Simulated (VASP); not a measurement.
# Rhodium: accuracy against cost in the smearing and k-mesh, part 3 of 3

A convergence test on Rhodium: the smearing and k-mesh. The series runs use LDA. The start is a cell from a database of measured crystal structures.

VASP 6.6.1; LDA; plane waves and PAW (Rh_pv).

Still holding for the runs below: This run has no spin polarisation. Its electron count is odd, so without a moment it is a metal by construction.

So far. Step 14 (K-mesh: 3 3 3): The series starts at -7.2681 eV an atom and 15.04 GPa, after 13 cycles in 2.4 s. Step 15 (K-mesh: 4 4 4): Against the run before the energy moves by -1886.01 meV an atom and the pressure by -32.06 GPa, after 12 cycles in 2.2 s.

The database entry behind the starting cell differs from later determinations by our own check (an axis about 0.2 % short against later determinations), so it need not match the best structure at ambient conditions.

### Step 16. K-mesh: 5 5 5

INCAR reads:

```
SYSTEM = Rh
PREC = Accurate
ENCUT = 400
EDIFF = 1E-06
NELM = 100
ISMEAR = -1
SIGMA = 0.05
LREAL = .FALSE.
ALGO = Normal
GGA = CA
NBANDS = 13
LASPH = .TRUE.
LORBIT = 11
LWAVE = .FALSE.
LCHARG = .FALSE.
KPAR = 2
ISIF = 2
```

POSCAR reads:

```
Rh
1.0
    0.0000000000      1.8978500000      1.8978500000
    1.8978500000      0.0000000000      1.8978500000
    1.8978500000      1.8978500000      0.0000000000
Rh
1
Direct
    0.0000000000      0.0000000000      0.0000000000
```

KPOINTS reads:

```
Automatic mesh
0
Gamma
5 5 5
0 0 0
```

Potentials, in the order of the species: Rh_pv (PBE family, release 64).

On the command line:

```bash
mpirun -np 2 vasp_std
```

Output:

```text
[... set-up lines as in an earlier step ...]
 entering main loop
       N       E                     dE             d eps       ncg     rms          rms(c)
DAV:   1     0.102956209980E+03    0.10296E+03   -0.78912E+03   265   0.105E+03
DAV:   2    -0.795309122622E+01   -0.11091E+03   -0.10606E+03   275   0.318E+02
DAV:   3    -0.923764799001E+01   -0.12846E+01   -0.12828E+01   310   0.389E+01
DAV:   4    -0.924397551932E+01   -0.63275E-02   -0.63269E-02   275   0.280E+00
[...]
DAV:   9    -0.856325919626E+01    0.75670E-04   -0.18606E-04   305   0.187E-01    0.286E-02
DAV:  10    -0.856326585810E+01   -0.66618E-05   -0.41415E-06   313   0.252E-02    0.625E-03
DAV:  11    -0.856326563973E+01    0.21838E-06   -0.32505E-07   215   0.804E-03
   1 F= -.85632656E+01 E0= -.85509083E+01  d E =-.247146E-01
```

Run time: 2 s. Hardware: 2 MPI ranks of Intel Xeon Platinum 8488C (Sapphire Rapids), shared host; peak memory 0.2 GiB; 1.5 s of CPU time.

From OUTCAR (step 16):

```text
  Total       -0.6030223     -0.6030223     -0.6030223      0.0000000     -0.0000000      0.0000000
  in kB      -70.6688933    -70.6688933    -70.6688933      0.0000000     -0.0000000      0.0000000
  external PRESSURE =     -70.6688933 kB  Pullay stress =       0.0000000 kB

  FREE ENERGIE OF THE ION-ELECTRON SYSTEM (eV)
  ---------------------------------------------------
  free  energy   TOTEN  =        -8.5632656397 eV

  energy  without entropy=       -8.5385510084  energy(sigma->0) =       -8.55090832

[... 2 parts as in an earlier step ...]

[... 2 further parts left out ...]
[key lines of the parts left out:]
E-fermi :  11.9996
```

Against the run before the energy moves by +603.16 meV an atom and the pressure by +9.95 GPa, after 11 cycles in 2 s.

### Step 17. K-mesh: 7 7 7

INCAR is that of step 16.

POSCAR is that of step 16.

KPOINTS reads:

```
Automatic mesh
0
Gamma
7 7 7
0 0 0
```

On the command line:

```bash
mpirun -np 2 vasp_std
```

Output:

```text
[... set-up lines as in an earlier step ...]
 entering main loop
       N       E                     dE             d eps       ncg     rms          rms(c)
DAV:   1     0.967568951603E+02    0.96757E+02   -0.77224E+03   541   0.102E+03
DAV:   2    -0.836775573541E+01   -0.10512E+03   -0.10075E+03   545   0.315E+02
DAV:   3    -0.951679679781E+01   -0.11490E+01   -0.11479E+01   635   0.371E+01
DAV:   4    -0.952180206178E+01   -0.50053E-02   -0.50048E-02   570   0.250E+00
[...]
DAV:  10    -0.877423617301E+01   -0.77389E-05   -0.14540E-05   605   0.311E-02    0.220E-02
DAV:  11    -0.877423738484E+01   -0.12118E-05   -0.82780E-06   585   0.377E-02    0.148E-03
DAV:  12    -0.877423738666E+01   -0.18172E-08   -0.39343E-08   370   0.275E-03
   1 F= -.87742374E+01 E0= -.87708111E+01  d E =-.685266E-02
```

Elapsed: 2.4 s, on 2 MPI ranks; peak memory 0.2 GiB.

From OUTCAR (step 17):

```text
  Total       -0.9615432     -0.9615432     -0.9615432      0.0000000      0.0000000     -0.0000000
  in kB     -112.6843894   -112.6843894   -112.6843894      0.0000000      0.0000000     -0.0000000
  external PRESSURE =    -112.6843894 kB  Pullay stress =       0.0000000 kB

  FREE ENERGIE OF THE ION-ELECTRON SYSTEM (eV)
  ---------------------------------------------------
  free  energy   TOTEN  =        -8.7742373867 eV

  energy  without entropy=       -8.7673847225  energy(sigma->0) =       -8.77081105

[... 2 parts as in an earlier step ...]

[... 2 further parts left out ...]
[key lines of the parts left out:]
E-fermi :  11.7466
```

Against the run before the energy moves by -219.90 meV an atom and the pressure by -4.20 GPa, after 12 cycles in 2.4 s.

### Step 18. K-mesh: 9 9 9

INCAR is that of step 17.

POSCAR is that of step 17.

KPOINTS reads:

```
Automatic mesh
0
Gamma
9 9 9
0 0 0
```

On the command line:

```bash
mpirun -np 2 vasp_std
```

Output:

```text
[... set-up lines as in an earlier step ...]
 entering main loop
       N       E                     dE             d eps       ncg     rms          rms(c)
DAV:   1     0.102165692754E+03    0.10217E+03   -0.76661E+03   910   0.102E+03
DAV:   2    -0.815392295812E+01   -0.11032E+03   -0.10513E+03   990   0.321E+02
DAV:   3    -0.945381980639E+01   -0.12999E+01   -0.12971E+01  1065   0.390E+01
DAV:   4    -0.945963566112E+01   -0.58159E-02   -0.58151E-02  1075   0.268E+00
[...]
DAV:  10    -0.870756993060E+01   -0.55855E-05   -0.15147E-05  1080   0.469E-02    0.911E-03
DAV:  11    -0.870757133735E+01   -0.14068E-05   -0.23787E-06  1040   0.187E-02    0.518E-04
DAV:  12    -0.870757132867E+01    0.86811E-08   -0.11318E-08   610   0.135E-03
   1 F= -.87075713E+01 E0= -.87031894E+01  d E =-.876388E-02
```

Run time: 3 s. Hardware: 2 MPI ranks; peak memory 0.2 GiB; 3 s of CPU time.

From OUTCAR (step 18):

```text
  Total       -0.8389012     -0.8389012     -0.8389012     -0.0000000     -0.0000000      0.0000000
  in kB      -98.3118274    -98.3118274    -98.3118274     -0.0000000     -0.0000000      0.0000000
  external PRESSURE =     -98.3118274 kB  Pullay stress =       0.0000000 kB

 POSITION                                       TOTAL-FORCE (eV/Angst)
 -----------------------------------------------------------------------------------
      0.00000      0.00000      0.00000         0.000000      0.000000      0.000000
 -----------------------------------------------------------------------------------
    total drift:                                0.000000      0.000000     -0.000000

  FREE ENERGIE OF THE ION-ELECTRON SYSTEM (eV)
  ---------------------------------------------------
  free  energy   TOTEN  =        -8.7075713287 eV

  energy  without entropy=       -8.6988074456  energy(sigma->0) =       -8.70318939

[... 1 part as in an earlier step ...]

[... 2 further parts left out ...]
[key lines of the parts left out:]
E-fermi :  11.6462
```

Against the run before the energy moves by +67.62 meV an atom and the pressure by +1.44 GPa, after 12 cycles in 3 s.

### Step 19. K-mesh: 12 12 12

INCAR is that of step 18.

POSCAR is that of step 18.

KPOINTS reads:

```
Automatic mesh
0
Gamma
12 12 12
0 0 0
```

On the command line:

```bash
mpirun -np 2 vasp_std
```

Output:

```text
[... set-up lines as in an earlier step ...]
 entering main loop
       N       E                     dE             d eps       ncg     rms          rms(c)
DAV:   1     0.100721363040E+03    0.10072E+03   -0.79105E+03  1885   0.102E+03
DAV:   2    -0.821718109013E+01   -0.10894E+03   -0.10371E+03  1992   0.317E+02
DAV:   3    -0.945534981124E+01   -0.12382E+01   -0.12368E+01  2247   0.384E+01
DAV:   4    -0.946064612515E+01   -0.52963E-02   -0.52955E-02  2187   0.257E+00
[...]
DAV:   9    -0.871686141284E+01    0.61533E-03   -0.15413E-03  2287   0.561E-01    0.302E-02
DAV:  10    -0.871686855796E+01   -0.71451E-05   -0.14054E-05  2192   0.469E-02    0.102E-02
DAV:  11    -0.871686905644E+01   -0.49847E-06   -0.45170E-06  2202   0.279E-02
   1 F= -.87168691E+01 E0= -.87127911E+01  d E =-.815582E-02
```

Elapsed: 3.6 s, on 2 MPI ranks; peak memory 0.2 GiB.

From OUTCAR (step 19):

```text
  Total       -0.8603187     -0.8603187     -0.8603187     -0.0000000      0.0000000      0.0000000
  in kB     -100.8217605   -100.8217605   -100.8217605     -0.0000000      0.0000000      0.0000000
  external PRESSURE =    -100.8217605 kB  Pullay stress =       0.0000000 kB

 POSITION                                       TOTAL-FORCE (eV/Angst)
 -----------------------------------------------------------------------------------
      0.00000      0.00000      0.00000        -0.000000     -0.000000      0.000000
 -----------------------------------------------------------------------------------
    total drift:                                0.000000     -0.000000      0.000000

  FREE ENERGIE OF THE ION-ELECTRON SYSTEM (eV)
  ---------------------------------------------------
  free  energy   TOTEN  =        -8.7168690564 eV

  energy  without entropy=       -8.7087132402  energy(sigma->0) =       -8.71279115

[... 1 part as in an earlier step ...]

[... 2 further parts left out ...]
[key lines of the parts left out:]
E-fermi :  11.7281
```

Against the run before the energy moves by -9.60 meV an atom and the pressure by -0.25 GPa, after 11 cycles in 3.6 s.

### Step 20. K-mesh: 15 15 15

INCAR is that of step 19.

POSCAR is that of step 19.

KPOINTS reads:

```
Automatic mesh
0
Gamma
15 15 15
0 0 0
```

On the command line:

```bash
mpirun -np 2 vasp_std
```

Output:

```text
[... set-up lines as in an earlier step ...]
 entering main loop
       N       E                     dE             d eps       ncg     rms          rms(c)
DAV:   1     0.987943708162E+02    0.98794E+02   -0.78268E+03  3170   0.102E+03
DAV:   2    -0.820162685112E+01   -0.10700E+03   -0.10248E+03  3385   0.317E+02
DAV:   3    -0.944692517776E+01   -0.12453E+01   -0.12440E+01  3690   0.383E+01
DAV:   4    -0.945259207653E+01   -0.56669E-02   -0.56661E-02  3675   0.266E+00
[...]
DAV:  10    -0.871447753630E+01   -0.54231E-05   -0.10711E-05  3610   0.401E-02    0.103E-02
DAV:  11    -0.871447945735E+01   -0.19210E-05   -0.20574E-06  3623   0.171E-02    0.534E-04
DAV:  12    -0.871447945068E+01    0.66698E-08   -0.11211E-08  2060   0.133E-03
   1 F= -.87144795E+01 E0= -.87090153E+01  d E =-.109282E-01
```

Elapsed: 5.2 s, on 2 MPI ranks; peak memory 0.22 GiB; 7.7 s of CPU time.

OUTCAR, selected parts (step 20):

```text
  Total       -0.8446811     -0.8446811     -0.8446811      0.0000000      0.0000000      0.0000000
  in kB      -98.9891707    -98.9891707    -98.9891707      0.0000000      0.0000000      0.0000000
  external PRESSURE =     -98.9891707 kB  Pullay stress =       0.0000000 kB

  FREE ENERGIE OF THE ION-ELECTRON SYSTEM (eV)
  ---------------------------------------------------
  free  energy   TOTEN  =        -8.7144794507 eV

  energy  without entropy=       -8.7035512236  energy(sigma->0) =       -8.70901534

[... 2 parts as in an earlier step ...]

[... 2 further parts left out ...]
[key lines of the parts left out:]
E-fermi :  11.7304
```

Against the run before the energy moves by +3.78 meV an atom and the pressure by +0.18 GPa, after 12 cycles in 5.2 s.

### Step 21. K-mesh: 18 18 18

INCAR is that of step 20.

POSCAR is that of step 20.

KPOINTS reads:

```
Automatic mesh
0
Gamma
18 18 18
0 0 0
```

On the command line:

```bash
mpirun -np 2 vasp_std
```

Output:

```text
[... set-up lines as in an earlier step ...]
 entering main loop
       N       E                     dE             d eps       ncg     rms          rms(c)
DAV:   1     0.979871488539E+02    0.97987E+02   -0.77674E+03  5140   0.102E+03
DAV:   2    -0.818694479310E+01   -0.10617E+03   -0.10160E+03  5480   0.315E+02
DAV:   3    -0.944397287497E+01   -0.12570E+01   -0.12554E+01  5915   0.384E+01
DAV:   4    -0.944986734674E+01   -0.58945E-02   -0.58936E-02  5945   0.270E+00
[...]
DAV:  10    -0.871405052060E+01   -0.66303E-05   -0.13496E-05  5990   0.450E-02    0.109E-02
DAV:  11    -0.871405167797E+01   -0.11574E-05   -0.37764E-06  5840   0.247E-02    0.580E-04
DAV:  12    -0.871405166823E+01    0.97371E-08   -0.19166E-08  3520   0.178E-03
   1 F= -.87140517E+01 E0= -.87086495E+01  d E =-.108043E-01
```

It took 7.4 s on 2 MPI ranks; peak memory 0.23 GiB.

From OUTCAR (step 21):

```text
  Total       -0.8429764     -0.8429764     -0.8429764     -0.0000000      0.0000000      0.0000000
  in kB      -98.7893955    -98.7893955    -98.7893955     -0.0000000      0.0000000      0.0000000
  external PRESSURE =     -98.7893955 kB  Pullay stress =       0.0000000 kB

 POSITION                                       TOTAL-FORCE (eV/Angst)
 -----------------------------------------------------------------------------------
      0.00000      0.00000      0.00000         0.000000      0.000000      0.000000
 -----------------------------------------------------------------------------------
    total drift:                               -0.000000      0.000000      0.000000

  FREE ENERGIE OF THE ION-ELECTRON SYSTEM (eV)
  ---------------------------------------------------
  free  energy   TOTEN  =        -8.7140516682 eV

  energy  without entropy=       -8.7032474095  energy(sigma->0) =       -8.70864954

[... 1 part as in an earlier step ...]

[... 2 further parts left out ...]
[key lines of the parts left out:]
E-fermi :  11.7229
```

Against the run before the energy moves by +0.37 meV an atom and the pressure by +0.02 GPa, after 12 cycles in 7.4 s.

### Step 22. The k-mesh series as a table

This step: convergence of LDA results with the mesh; plane waves and PAW (VASP 6.6.1).

Derived from the runs above.

Differences are taken from the run with 18 18 18. Results of the series, by row:

```
 setting     status  energy less the reference (meV/atom)  pressure (GPa)  SCF cycles  wall time (s)
   3 3 3  converged                                  1441           15.04          13            2.4
   4 4 4  converged                                -445.4          -17.02          12            2.2
   5 5 5  converged                                 157.7          -7.067          11              2
   7 7 7  converged                                -62.16          -11.27          12            2.4
   9 9 9  converged                                  5.46          -9.831          12              3
12 12 12  converged                                -4.142          -10.08          11            3.6
15 15 15  converged                               -0.3658          -9.899          12            5.2
18 18 18  converged                                     0          -9.879          12            7.4
```

### Step 23. What came out

```json
{
  "spread of the pressure over the smearing": "9.03 GPa",
  "spread of the energy over the smearing": "29.4 meV/atom",
  "k-mesh from which the energy stays within 10 meV/atom of the reference": "9 9 9",
  "k-mesh from which the energy stays within 1 meV/atom of the reference": "15 15 15",
  "k-mesh from which the pressure stays within 0.2 GPa of the reference": "15 15 15",
  "spread of the pressure over the k-mesh": "32.1 GPa",
  "spread of the energy over the k-mesh": "1886 meV/atom"
}
```

What this shows: The usual rule keeps the entropy term T·S under 1 meV an atom, which holds up to a width of 0.01 eV for Fermi-Dirac and 0.2 eV for second-order Methfessel-Paxton. That rule is made for Methfessel-Paxton; with the other schemes the zero-width estimate is the energy to use. Farthest in energy from the narrowest smearing lies ISMEAR = -1, SIGMA = 0.5 (-29.3 meV an atom, +8.98 GPa). On a fixed mesh a narrow width is not the exact answer for a metal: it samples the Fermi surface more noisily. From 15 15 15 on, the energy stays within 1 meV an atom of the reference, at 70 % of its time. The pressure holds within 0.2 GPa from 15 15 15 on. The energy swings above and below the reference, since the sum over k-points is not variational. A metal's Fermi surface slows this convergence. Differences are taken from the run with 18 18 18, which is itself not the exact limit. Forces vanish by symmetry in this cell, so the series can't test them. The runs at 3 3 3; 4 4 4; 5 5 5; 7 7 7 are over 30 meV an atom or 2 GPa off and describe the material poorly.

[Lines on the potential files, build, host, timing and source positions are cut from VASP's logs without a mark.]

[Logs are printed without paths, hosts, clocks, repeated set-up lines and the standing remarks that a program may print on its own settings, such as how far it seeks lower states.]

[Hosts, paths, dates, database ids (printed as entryN), source tags and the programs' standing remarks are cut or masked in the printed files.]

[A measured line is paired with the nearest computed mode of its activity, which favours agreement.]
